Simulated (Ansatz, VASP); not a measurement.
# One calculation of ZnRe, two programs

```
CELL_PARAMETERS angstrom
2.74822 0.00000 0.00000
-1.37411 2.38003 0.00000
0.00000 0.00000 4.49407
ATOMIC_POSITIONS crystal
Re 0.32271 0.65968 0.51231
Zn 0.01659 0.00189 0.99084
```

Change from the starting cell: atoms moved at random, drawn with an rms of 0.05 Å.

Alike in both runs: task single point; functional PBE; k mesh 11 × 11 × 6; occupations fermi-dirac, width 0.05 eV; no spin polarisation.

```csv
,VASP,Ansatz
version,VASP 6.6.1,Ansatz 0.2.0
potentials or method,"VASP PAW PBE potentials, release 64 (Re, Zn)",Ansatz PAW
plane-wave cutoff (eV),520,420
valence electrons in the cell,19,27
```

|  | VASP | Ansatz | Ansatz less VASP |
| --- | --- | --- | --- |
| gap on the k mesh at the Fermi level (eV) | none | none | - |
| pressure (GPa) | -0.4 | -0.5 | -0.02 |
| largest component of the traceless stress (GPa) | 0.91 | 0.62 | -0.286 |
| rms of the force components (eV/Å) | 0.544 | 0.540 | -0.0045 |

Atom by atom the forces differ by 0.005 eV/Å (rms over components). A gap of «none» marks a metal or a gap that the smearing closes. The functional is the same, so the differences come from potentials, cutoffs and numerics. The two sets of potentials don't hold the same shells in valence.

Spin-orbit coupling is left out, which matters for the levels of Re.
